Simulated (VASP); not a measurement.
All values below come from PBEsol GGA, VASP's PBE PAW potentials (set 64) (plane waves; VASP).

The input files of a VASP run:

INCAR:
```
# general
SYSTEM  = Al2Ga2As4
PREC    = Accurate
ENCUT   = 400
LREAL   = .False.   # projection in real space or not
LASPH   = .True.   # aspherical one-centre terms

# electronic loop
EDIFF   = 1E-6   # SCF stop (eV)
NELM    = 100   # most electronic steps
ALGO    = Normal
LMAXMIX = 4

# smearing
ISMEAR  = 0
SIGMA   = 0.05   # width (eV)

# functional
GGA     = PS

# ions
IBRION  = 2   # conjugate gradients
NSW     = 60
ISIF    = 3   # ions, shape and volume
EDIFFG  = -0.02   # ionic stop

# output
LWAVE   = .False.
LCHARG  = .False.
```

**KPOINTS**
```
Regular mesh
0
G
6 6 2
0 0 0
```

POSCAR:
```
Al2Ga2As4
1
   -0.0000000000     2.8411175731     2.8411175731
    2.8411175731    -0.0000000000     2.8411175731
   11.3458765180    11.3458765180     0.0185937742
Ga As Al
2 4 2
Direct
  0.9998810863   0.9998810863   0.0000891852
  0.0002662622   0.0002662622   0.2498003033
  0.2498809918   0.2498809918   0.0625892561
  0.2500913343   0.2500913343   0.3124314993
  0.2501773881   0.2501773881   0.5623669589
  0.2500434711   0.2500434711   0.8124673966
  0.9999707808   0.9999707808   0.5000219144
  0.9996886853   0.9996886853   0.7502334860
```

POTCAR, in this order: Ga_d As Al (PBE.64 set). Program: vasp_std.

### Question
Estimate the energy per atom (σ→0), volume per atom, band gap (on the k-mesh).

### Answer

| Item | Value |
|---|---|
| energy per atom (σ→0) | -4.782 eV/atom |
| band gap (on the k-mesh) | 0.93 eV |
| volume per atom | 22.78 Å³/atom |

**OSZICAR**
```
...
       N       E                     dE             d eps       ncg     rms          rms(c)
DAV:   1    -0.382568301478E+02   -0.10774E-02   -0.16561E-02  1891   0.156E+00    0.178E-01
DAV:   2    -0.382561227072E+02    0.70744E-03   -0.22085E-03  1928   0.685E-01    0.832E-02
DAV:   3    -0.382559157227E+02    0.20698E-03   -0.39395E-04  1914   0.234E-01    0.165E-02
DAV:   4    -0.382559008198E+02    0.14903E-04   -0.68691E-05  1715   0.887E-02    0.717E-03
DAV:   5    -0.382558990873E+02    0.17326E-05   -0.51234E-06  1565   0.260E-02    0.268E-03
DAV:   6    -0.382558988704E+02    0.21685E-06   -0.15170E-06   968   0.156E-02
   3 F= -.38255899E+02 E0= -.38255899E+02  d E =-.854759E-03
```

The structure was generated: Al2Ga2As4 was put into an ordered model structure (R3m), which need not be its known phase. This run relaxes it. Symmetry was kept, so distortions that lower it aren't found. The start is the result of an earlier pass.
